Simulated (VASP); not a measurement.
Here is a VASP 6.6.1 calculation.

The input INCAR:

```
PREC = Normal
ENCUT = 520
EDIFF = 1E-4
ISMEAR = 0
SIGMA = 0.15
LREAL = False
LASPH = True
NELM = 60
ALGO = Fast
ISIF = 3
LWAVE = False
LCHARG = False
GGA = PE
IBRION = 2
NSW = 24
EDIFFG = -0.08
```

The input KPOINTS:

```
Automatic mesh
0
Gamma
  5 5 2
```

File POSCAR:

```
Ga3BSb2
1.0
    4.4748958500      0.0000000000      0.0000000000
   -2.2374479200      3.8753734800      0.0000000000
    0.0000000000      0.0000000000      8.6413566800
Ga B Sb
3 1 2
Direct
    0.6483861000      0.0000000000      0.0000000000
    0.0000000000      0.6483861000      0.0000000000
    0.3516139000      0.3516139000      0.0000000000
    0.0000000000      0.0000000000      0.5000000000
    0.0000000000      0.0000000000      0.2339550300
    0.0000000000      0.0000000000      0.7660449700
```

Potentials or basis: VASP PAW PBE potentials, release 64 (Ga_d, B, Sb).

Command:

```console
$ cat potpaw_PBE.64/Ga_d/POTCAR potpaw_PBE.64/B/POTCAR potpaw_PBE.64/Sb/POTCAR > POTCAR
$ mpirun -np 1 vasp_std > vasp.out
```

(1) What does it give for the relaxed cell?

(2) What does it give for the band gap on the k mesh?

Answers

(1) a = 5.531 Å, b = 5.531 Å, c = 7.737 Å, α = 90.00°, β = 90.00°, γ = 120.00°.

(2) none (metal or under the smearing width).

Caveat: the k mesh is coarse (spacing up to 0.36 Å⁻¹), so the values aren't converged.
